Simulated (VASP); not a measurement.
Here is the system:

```
Ga2AsP
1.0
    0.00000     2.77329     2.77329
    2.77329     0.00000     2.77329
   11.08669    11.08669     0.00649
Ga P As
4 2 2
Direct
  0.99012   0.99012   0.00741
  0.99983   0.99983   0.25012
  0.00984   0.00984   0.49262
  0.00014   0.00014   0.74989
  0.24565   0.24565   0.06576
  0.25495   0.25495   0.30879
  0.25437   0.25437   0.55922
  0.24508   0.24508   0.81619
```

Calculation: PBEsol GGA, VASP's PBE PAW potentials (set 64) (plane waves; VASP). Settings: 400 eV cut-off, Gaussian smearing of 0.050 eV, potentials Ga_d P As.

Problem. Give the energies of bands 28 to 41 at the high-symmetry points, in eV from the valence-band maximum.

Solution. 
| band | Γ | T | H2 | L | S0 | F |
|---|---|---|---|---|---|---|
| 28 | -1.44 | -1.82 | -6.50 | -6.57 | -6.50 | -6.36 |
| 29 | -1.44 | -1.42 | -4.27 | -3.34 | -4.27 | -3.43 |
| 30 | -0.93 | -1.42 | -4.16 | -3.29 | -4.13 | -3.43 |
| 31 | -0.93 | -1.04 | -3.97 | -2.88 | -4.01 | -2.94 |
| 32 | -0.65 | -1.04 | -3.80 | -2.53 | -3.79 | -2.83 |
| 33 | -0.65 | -0.47 | -2.57 | -2.38 | -2.62 | -2.25 |
| 34 | -0.14 | -0.47 | -2.47 | -2.25 | -2.39 | -2.11 |
| 35 | 0.00 | -0.11 | -2.27 | -1.70 | -2.35 | -1.27 |
| 36 | 0.00 | -0.11 | -2.15 | -1.42 | -2.10 | -1.22 |
| 37 | 0.97 | 1.05 | 2.24 | 1.36 | 2.12 | 1.13 |
| 38 | 1.03 | 1.38 | 2.35 | 1.70 | 2.69 | 1.26 |
| 39 | 1.60 | 1.75 | 3.18 | 2.08 | 2.70 | 1.47 |
| 40 | 1.71 | 1.97 | 3.24 | 2.21 | 3.57 | 2.10 |
| 41 | 3.57 | 3.79 | 4.56 | 2.54 | 4.20 | 2.19 |

The gap is direct, 0.97 eV, from the valence maximum at Γ to the conduction minimum at Γ.

The structure was generated: Ga4As2P2 was put into an ordered model structure (R3m), which need not be its known phase. It was relaxed first.
